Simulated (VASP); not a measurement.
# Ga2Ge2O3 (P-3m1) in VASP: notebook

One crystal, Ga2Ge2O3, is run at these levels: PBE; tasks: equation of state.

All numbers are computed with VASP 6.6.1; they aren't measurements. Logs are shortened: lines on timing, memory, paths and dates and some standing lists are left out, and cuts for length are marked.

### Step 1. Starting point

It takes space group P-3m1 (No. 164, trigonal). The conventional cell has a = 3.018 Å, b = 3.018 Å, c = 14.272 Å, α = 90.00°, β = 90.00°, γ = 120.00°. Around Ga (site symmetry 3m) lie 3 O at 1.90 Å. Ge (site symmetry 3m) is surrounded by 9 Ge at 2.85 to 3.02 Å. O (site symmetry 3m) has 3 Ga at 1.90 Å as nearest neighbours. Around O (site symmetry -3m) lie 6 Ga at 2.25 Å.

The cell was built by a generator and needn't be a form met in nature.

### Step 2. Equation of state, PBE, 16.08 Å³/atom

Input file INCAR:

```
PREC = Accurate
ENCUT = 520
EDIFF = 1E-6
ISMEAR = 0
SIGMA = 0.1
LREAL = F
LASPH = T
NELM = 100
ALGO = Normal
ISIF = 4
LWAVE = F
LCHARG = F
GGA = PE
IBRION = 2
NSW = 30
EDIFFG = -0.02
KPAR = 4
```

Input file KPOINTS:

```
Automatic mesh
0
Gamma
  12 12 2
```

Input file POSCAR:

```
Ga2Ge2O3
1.0
    3.0181090000      0.0000000000      0.0000000000
   -1.5090540000      2.6137590000      0.0000000000
    0.0000000000      0.0000000000     14.2716300000
Ga Ge O
2 2 3
Direct
    0.3333330000      0.6666670000      0.0994410000
    0.6666670000      0.3333330000      0.9005590000
    0.6666670000      0.3333330000      0.4208640000
    0.3333330000      0.6666670000      0.5791360000
    0.6666670000      0.3333330000      0.1524040000
    0.3333330000      0.6666670000      0.8475960000
    0.0000000000      0.0000000000      0.0000000000
```

Potentials or basis: VASP PAW PBE potentials, release 64 (Ga_d, Ge_d, O).

Launch:

```console
> cat potpaw_PBE.64/Ga_d/POTCAR potpaw_PBE.64/Ge_d/POTCAR potpaw_PBE.64/O/POTCAR > POTCAR
> mpirun -np 4 vasp_std > vasp.out
```

OUTCAR:

```text
PREC = Accurate
   ENCUT = 520
   EDIFF = 1E-6
   ISMEAR = 0
   LREAL = F
   LASPH = T
   NELM = 100
   ISIF = 4
   GGA = PE
   IBRION = 2
   NSW = 30
   EDIFFG = -0.02

 ion  position               nearest neighbor table
   1  0.333  0.667  0.099-   5 1.90   5 1.90   5 1.90   7 2.25   7 2.25   7 2.25
   2  0.667  0.333  0.901-   6 1.90   6 1.90   6 1.90   7 2.25   7 2.25   7 2.25
   3  0.667  0.333  0.421-   4 2.85   4 2.85   4 2.85
   4  0.333  0.667  0.579-   3 2.85   3 2.85   3 2.85
   5  0.667  0.333  0.152-   1 1.90   1 1.90   1 1.90
   6  0.333  0.667  0.848-   2 1.90   2 1.90   2 1.90
   7  0.000  0.000  0.000-   1 2.25   2 2.25   1 2.25   2 2.25   2 2.25   1 2.25

  LATTYP: Found a hexagonal cell.
 ALAT       =     3.0181090000
 C/A-ratio  =     4.7286661946

  Lattice vectors:

 A1 = (   3.0181090000,   0.0000000000,   0.0000000000)
 A2 = (  -1.5090540000,   2.6137590000,   0.0000000000)
 A3 = (   0.0000000000,   0.0000000000,  14.2716300000)

Analysis of symmetry for initial positions (statically):
=====================================================================
 Subroutine PRICEL returns:
 Original cell was already a primitive cell.

 Routine SETGRP: Setting up the symmetry group for a
 hexagonal supercell.

 Subroutine GETGRP returns: Found 12 space group operations
 (whereof 12 operations were pure point group operations)
 out of a pool of 24 trial point group operations.

The static configuration has the point symmetry D_3d.

Analysis of symmetry for dynamics (positions and initial velocities):
=====================================================================
 Subroutine PRICEL returns:
 Original cell was already a primitive cell.

 Routine SETGRP: Setting up the symmetry group for a
 hexagonal supercell.

 Subroutine GETGRP returns: Found 12 space group operations
 (whereof 12 operations were pure point group operations)
 out of a pool of 24 trial point group operations.

The dynamic configuration has the point symmetry D_3d.

 Subroutine INISYM returns: Found 12 space group operations
 (whereof 12 operations are pure point group operations),
 and found     1 'primitive' translations

----------------------------------------------------------------------------------------

                                     Primitive cell

  volume of cell :     112.5833

  direct lattice vectors                    reciprocal lattice vectors
     3.018109000  0.000000000  0.000000000     0.331333295  0.191295309  0.000000000
    -1.509054000  2.613759000  0.000000000     0.000000000  0.382590744  0.000000000
     0.000000000  0.000000000 14.271630000     0.000000000  0.000000000  0.070069081

  length of vectors
     3.018109000  3.018108693 14.271630000     0.382590705  0.382590744  0.070069081

  position of ions in fractional coordinates (direct lattice)
     0.333333000  0.666667000  0.099441000
     0.666667000  0.333333000  0.900559000
     0.666667000  0.333333000  0.420864000
     0.333333000  0.666667000  0.579136000
     0.666667000  0.333333000  0.152404000
     0.333333000  0.666667000  0.847596000
     0.000000000  0.000000000  0.000000000

  ion indices of the primitive-cell ions
   primitive index   ion index
                 1           1
                 2           2
                 3           3
                 4           4
                 5           5
                 6           6
                 7           7

----------------------------------------------------------------------------------------

 KPOINTS: Automatic mesh

Automatic generation of k-mesh.
 Grid dimensions read from file:
 generate k-points for:   12   12    2

 Generating k-lattice:

  Cartesian coordinates                     Fractional coordinates (reciprocal lattice)
     0.027611108  0.015941276  0.000000000     0.083333333  0.000000000  0.000000000
     0.000000000  0.031882562  0.000000000     0.000000000  0.083333333  0.000000000
     0.000000000  0.000000000  0.035034541     0.000000000  0.000000000  0.500000000

  Length of vectors
     0.031882559  0.031882562  0.035034541

  Shift w.r.t. Gamma in fractional coordinates (k-lattice)
     0.000000000  0.000000000  0.000000000

 Subroutine IBZKPT returns following result:
 ===========================================

 Found     38 irreducible k-points:

 Following reciprocal coordinates:
            Coordinates               Weight
  0.000000  0.000000  0.000000      1.000000
  0.083333  0.000000  0.000000      6.000000
  0.166667 -0.000000  0.000000      6.000000
  0.250000 -0.000000  0.000000      6.000000
  0.333333  0.000000  0.000000      6.000000
  0.416667  0.000000  0.000000      6.000000
[... 16 lines left out ...]
  0.250000 -0.000000  0.500000      6.000000
  0.333333  0.000000  0.500000      6.000000
 [... further k-points ...]
   k-points           NKPTS =     38   k-points in BZ     NKDIM =     38   number of bands    NBANDS=     43
   number of dos      NEDOS =    301   number of ions     NIONS =      7
   total plane-waves  NPLWV =  62208
   dimension x,y,z NGX =    24 NGY =   24 NGZ =  108
   dimension x,y,z NGXF=    48 NGYF=   48 NGZF=  216
   ions per type =               2   2   3
   NGX,Y,Z   is equivalent  to a cutoff of  13.22, 13.22, 12.58 a.u.
   NGXF,Y,Z  is equivalent  to a cutoff of  26.44, 26.44, 25.16 a.u.
 SYSTEM =  unknown system
   PREC   = accura    normal or accurate (medium, high low for compatibility)
   ISTART =      0    job   : 0-new  1-cont  2-samecut
   ICHARG =      2    charge: 1-file 2-atom 10-const
   ISPIN  =      1    spin polarized calculation?
   LNONCOLLINEAR =      F non collinear calculations
   LSORBIT =      F    spin-orbit coupling
   LASPH  =      T    aspherical Exc in radial PAW
   ENCUT  =  520.0 eV  38.22 Ry    6.18 a.u.   5.61  5.61 26.54*2*pi/ulx,y,z
   NELM   =    100;   NELMIN=  2; NELMDL= -5     # of ELM steps
   EDIFF  = 0.1E-05   stopping-criterion for ELM
   LREAL  =      F    real-space projection
   EDIFFG = -.2E-01   stopping-criterion for IOM
   NSW    =     30    number of steps for IOM
   IBRION =      2    ionic relax: 0-MD 1-quasi-New 2-CG
   NFREE  =      1    steps in history (QN), initial steepest desc. (CG)
   ISIF   =      4    stress and relaxation
   ISYM   =      2    0-nonsym 1-usesym 2-fastsym
   POTIM  = 0.5000    time-step for ionic-motion
   TEBEG  =    0.0;   TEEND  =   0.0 temperature during run
   PSTRESS=    0.0 pullay stress
   NELECT =      72.0000    total number of electrons
   NUPDOWN=      -1.0000    fix difference up-down
   EMIN   =  10.00;   EMAX   =-10.00  energy-range for DOS
   EFERMI =   0.00;   METHOD = LEGACY
   ISMEAR =     0;   SIGMA  =   0.10  broadening in eV -4-tet -1-fermi 0-gaus
   EFERMI_NEDOS =   21; number of points for ismear=-14 and -15
   IALGO  =     38    algorithm
   IMIX   =      4    mixing-type and parameters
     AMIX     =   0.40;   BMIX     =  1.00
     AMIX_MAG =   1.60;   BMIX_MAG =  1.00
  volume/ion in A,a.u.               =      16.08       108.54
  Fermi-wavevector in a.u.,A,eV,Ry     =   1.410461  2.665384 27.067421  1.989399
  Thomas-Fermi vector in A             =   2.532412
   LORBIT       =      0    0 simple, 1 ext, 2 COOP (PROOUT), +10 PAW based schemes
   GGA     = PE    functional components
   LHFCALC =     F    Hartree Fock is set to
   AEXX    =    0.0000 exact exchange contribution
   IVDW    =     0    specifies the selected vdW correction
   LEPSILON=     F    determine dielectric tensor
   LRPA    =     F    only Hartree local field effects (RPA)
 conjugate gradient relaxation of ions
 non-spin polarized calculation
 Gauss-broadening in eV      SIGMA  =   0.10
  energy-cutoff  :      520.00
  volume of cell :      112.58
 maximum number of plane-waves:      3078
 NGX is ok and might be reduce to    24
   NGX = 11   NGY = 11   NGZ = 53

 number of electron      72.0000032 magnetization

 Free energy of the ion-electron system (eV)
  ---------------------------------------------------
  ext. energy  EPLUGINS =         0.00000000
  ---------------------------------------------------
  free energy    TOTEN  =       -37.24337565 eV

  energy without entropy =      -37.23020011  energy(sigma->0) =      -37.23678788

 E-fermi :   4.5149     XC(G=0):  -9.9635

 val. band max:        4.4984323464   @ k =   0.0833   0.0000   0.5000
 cond. band min:       4.5188012846   @ k =   0.1667   0.1667   0.5000
 fundamental gap:      0.0203689381
 Fermi energy:         4.5149374905

 k-point     1 :       0.0000    0.0000    0.0000
  band No.  band energies     occupation
      1     -20.1213      2.00000
      2     -20.1213      2.00000
      3     -20.1210      2.00000
      4     -20.1210      2.00000
      5     -20.1103      2.00000
      6     -20.0938      2.00000
[... 35 lines left out ...]
     42      11.5087      0.00000
     43      12.2156      0.00000

 k-point     2 :       0.0833    0.0000    0.0000
  band No.  band energies     occupation
      1     -20.1261      2.00000
      2     -20.1221      2.00000
      3     -20.1171      2.00000
      4     -20.1157      2.00000
      5     -20.1035      2.00000
      6     -20.0915      2.00000
[... 35 lines left out ...]
     42      11.5022      0.00000
     43      11.7395      0.00000

 k-point     3 :       0.1667   -0.0000    0.0000
  band No.  band energies     occupation
      1     -20.1352      2.00000
      2     -20.1243      2.00000
      3     -20.1070      2.00000
      4     -20.1010      2.00000
      5     -20.0940      2.00000
      6     -20.0855      2.00000
[... 919 lines left out ...]
      6     -20.0809      2.00000
[... 35 lines left out ...]
     42       9.6664      0.00000
     43      10.6164      0.00000

 k-point    24 :       0.3333    0.0000    0.5000
  band No.  band energies     occupation
      1     -20.1552      2.00000
      2     -20.1292      2.00000
      3     -20.1056      2.00000
      4     -20.0984      2.00000
      5     -20.0883      2.00000
      6     -20.0605      2.00000
[... 35 lines left out ...]
     42       9.7352      0.00000
     43      10.8688      0.00000

 [... further k-points ...]

------------------------ aborting loop because EDIFF is reached ----------------------------------------

  FORCE on cell =-STRESS in cart. coord.  units (eV):
  Direction    XX          YY          ZZ          XY          YZ          ZX
  --------------------------------------------------------------------------------------
  -------------------------------------------------------------------------------------
  Total        0.0120323      0.0120323      0.0485992      0.0000000      0.0000000      0.0000000
  in kB        0.1712316      0.1712316      0.6916164      0.0000000      0.0000000      0.0000000
  external PRESSURE =       0.3446932 kB  Pullay stress =       0.0000000 kB

 VOLUME and BASIS-vectors are now :
 -----------------------------------------------------------------------------
  energy-cutoff  :      520.00
  volume of cell :      112.58
      direct lattice vectors                 reciprocal lattice vectors
     3.018109000  0.000000000  0.000000000     0.331333295  0.191295309  0.000000000
    -1.509054000  2.613759000  0.000000000     0.000000000  0.382590744  0.000000000
     0.000000000  0.000000000 14.271630000     0.000000000  0.000000000  0.070069081

 POSITION                                       TOTAL-FORCE (eV/Angst)
 -----------------------------------------------------------------------------------
     -0.00000      1.74251      1.41919        -0.000000      0.000000     -0.000413
      1.50906      0.87125     12.85244         0.000000      0.000000      0.000413
      1.50906      0.87125      6.00642        -0.000000     -0.000000     -0.002774
     -0.00000      1.74251      8.26521        -0.000000      0.000000      0.002774
      1.50906      0.87125      2.17505         0.000000      0.000000      0.000331
     -0.00000      1.74251     12.09658        -0.000000      0.000000     -0.000331
      0.00000      0.00000      0.00000        -0.000000      0.000000      0.000000
 -----------------------------------------------------------------------------------
    total drift:                                0.000000     -0.000000      0.000000

  FREE ENERGIE OF THE ION-ELECTRON SYSTEM (eV)
  ---------------------------------------------------
  free  energy   TOTEN  =       -37.2433756465 eV

  energy  without entropy=      -37.2302001096  energy(sigma->0) =      -37.23678788

 reached required accuracy - stopping structural energy minimisation
```

Run time: 74 s. Hardware: 4 MPI ranks of Intel Xeon Platinum 8559C (Emerald Rapids), shared host; peak memory 0.33 GiB.

What came out:

| Quantity | Value |
| --- | --- |
| Free energy | -37.2434 eV |
| Pressure | 0.0 GPa |
| Band gap on the k mesh | none (metal or under the smearing width) |

### Step 3. Equation of state, PBE, 15.60 Å³/atom (volume scaled by 0.97)

INCAR is that of step 2.

KPOINTS is that of step 2.

POSCAR, as its differences from that of step 2:

```diff
@@ -2,5 +2,5 @@
 1.0
-    3.0181090000      0.0000000000      0.0000000000
-   -1.5090540000      2.6137590000      0.0000000000
-    0.0000000000      0.0000000000     14.2716300000
+    2.9876209660      0.0000000000      0.0000000000
+   -1.4938099881      2.5873555887      0.0000000000
+    0.0000000000      0.0000000000     14.1274622645
 Ga Ge O
```

Potentials or basis: VASP PAW PBE potentials, release 64 (Ga_d, Ge_d, O).

Launch:

```console
> cat potpaw_PBE.64/Ga_d/POTCAR potpaw_PBE.64/Ge_d/POTCAR potpaw_PBE.64/O/POTCAR > POTCAR
> mpirun -np 4 vasp_std > vasp.out
```

Run time: 5.5 min. Hardware: 4 MPI ranks of Intel Xeon Platinum 8559C (Emerald Rapids), shared host; peak memory 0.34 GiB.

It converged, with:

```yaml
Free_energy: -37.2361 eV
Pressure: 0.4 GPa
Largest_force: 0.014 eV/Å
Band_gap_on_the_k_mesh: none (metal or under the smearing width)
```

### Step 4. Equation of state, PBE, 16.57 Å³/atom (volume scaled by 1.03)

INCAR is that of step 3.

KPOINTS is that of step 3.

POSCAR, as its differences from that of step 3:

```diff
@@ -2,5 +2,5 @@
 1.0
-    2.9876209660      0.0000000000      0.0000000000
-   -1.4938099881      2.5873555887      0.0000000000
-    0.0000000000      0.0000000000     14.1274622645
+    3.0479932108      0.0000000000      0.0000000000
+   -1.5239961005      2.6396394851      0.0000000000
+    0.0000000000      0.0000000000     14.4129424576
 Ga Ge O
```

Launch:

```console
> cat potpaw_PBE.64/Ga_d/POTCAR potpaw_PBE.64/Ge_d/POTCAR potpaw_PBE.64/O/POTCAR > POTCAR
> mpirun -np 4 vasp_std > vasp.out
```

It took 7.7 min on 4 MPI ranks of Intel Xeon Platinum 8559C (Emerald Rapids), shared host; peak memory 0.34 GiB.

The run converged. Its results:

| Item | Value |
| --- | --- |
| Free energy | -37.2452 eV |
| Pressure | -0.2 GPa |
| Largest force | 0.011 eV/Å |
| Band gap on the k mesh | none (metal or under the smearing width) |

### Step 5. Equation of state, PBE, 15.12 Å³/atom (volume scaled by 0.94)

INCAR is that of step 4.

KPOINTS is that of step 4.

POSCAR, as its differences from that of step 4:

```diff
@@ -2,5 +2,5 @@
 1.0
-    3.0479932108      0.0000000000      0.0000000000
-   -1.5239961005      2.6396394851      0.0000000000
-    0.0000000000      0.0000000000     14.4129424576
+    2.9564976510      0.0000000000      0.0000000000
+   -1.4782483357      2.5604020079      0.0000000000
+    0.0000000000      0.0000000000     13.9802904967
 Ga Ge O
```

Launch:

```console
> cat potpaw_PBE.64/Ga_d/POTCAR potpaw_PBE.64/Ge_d/POTCAR potpaw_PBE.64/O/POTCAR > POTCAR
> mpirun -np 4 vasp_std > vasp.out
```

Run time: 6.1 min. Hardware: 4 MPI ranks of Intel Xeon Platinum 8559C (Emerald Rapids), shared host; peak memory 0.33 GiB.

The run converged. Its results:

```yaml
Free_energy: -37.2184 eV
Pressure: 1.2 GPa
Largest_force: 0.007 eV/Å
Band_gap_on_the_k_mesh: none (metal or under the smearing width)
```

### Step 6. Equation of state, PBE, 17.05 Å³/atom (volume scaled by 1.06)

INCAR is that of step 5.

KPOINTS is that of step 5.

POSCAR, as its differences from that of step 5:

```diff
@@ -2,5 +2,5 @@
 1.0
-    2.9564976510      0.0000000000      0.0000000000
-   -1.4782483357      2.5604020079      0.0000000000
-    0.0000000000      0.0000000000     13.9802904967
+    3.0773026359      0.0000000000      0.0000000000
+   -1.5386508081      2.6650221911      0.0000000000
+    0.0000000000      0.0000000000     14.5515369449
 Ga Ge O
```

Potentials or basis: VASP PAW PBE potentials, release 64 (Ga_d, Ge_d, O).

Launch:

```console
> cat potpaw_PBE.64/Ga_d/POTCAR potpaw_PBE.64/Ge_d/POTCAR potpaw_PBE.64/O/POTCAR > POTCAR
> mpirun -np 4 vasp_std > vasp.out
```

Run time: 6 min. Hardware: 4 MPI ranks of Intel Xeon Platinum 8559C (Emerald Rapids), shared host; peak memory 0.34 GiB.

The run converged. Its results:

- Free energy: -37.2439 eV
- Pressure: -0.2 GPa
- Largest force: 0.009 eV/Å
- Band gap on the k mesh: none (metal or under the smearing width)

### Step 7. Equation of state, PBE, 14.64 Å³/atom (volume scaled by 0.91)

INCAR is that of step 6.

KPOINTS is that of step 6.

POSCAR, as its differences from that of step 6:

```diff
@@ -2,5 +2,5 @@
 1.0
-    3.0773026359      0.0000000000      0.0000000000
-   -1.5386508081      2.6650221911      0.0000000000
-    0.0000000000      0.0000000000     14.5515369449
+    2.9247048897      0.0000000000      0.0000000000
+   -1.4623519603      2.5328686697      0.0000000000
+    0.0000000000      0.0000000000     13.8299531410
 Ga Ge O
```

Launch:

```console
> cat potpaw_PBE.64/Ga_d/POTCAR potpaw_PBE.64/Ge_d/POTCAR potpaw_PBE.64/O/POTCAR > POTCAR
> mpirun -np 4 vasp_std > vasp.out
```

Run time: 4.9 min. Hardware: 4 MPI ranks of Intel Xeon Platinum 8559C (Emerald Rapids), shared host; peak memory 0.34 GiB.

Results (log left out):

```
Free energy            : -37.1823 eV
Pressure               : 2.3 GPa
Largest force          : 0.020 eV/Å
Band gap on the k mesh : none (metal or under the smearing width)
```

### Step 8. Equation of state, PBE, 17.53 Å³/atom (volume scaled by 1.09)

INCAR is that of step 7.

KPOINTS is that of step 7.

POSCAR, as its differences from that of step 7:

```diff
@@ -2,5 +2,5 @@
 1.0
-    2.9247048897      0.0000000000      0.0000000000
-   -1.4623519603      2.5328686697      0.0000000000
-    0.0000000000      0.0000000000     13.8299531410
+    3.1060641406      0.0000000000      0.0000000000
+   -1.5530315557      2.6899303843      0.0000000000
+    0.0000000000      0.0000000000     14.6875405002
 Ga Ge O
```

Launch:

```console
> cat potpaw_PBE.64/Ga_d/POTCAR potpaw_PBE.64/Ge_d/POTCAR potpaw_PBE.64/O/POTCAR > POTCAR
> mpirun -np 4 vasp_std > vasp.out
```

Wall time 8 min (4 MPI ranks of Intel Xeon Platinum 8559C (Emerald Rapids), shared host); peak memory 0.35 GiB.

The run converged. Its results:

```
Free energy            : -37.2407 eV
Pressure               : -0.3 GPa
Largest force          : 0.012 eV/Å
Band gap on the k mesh : none (metal or under the smearing width)
```
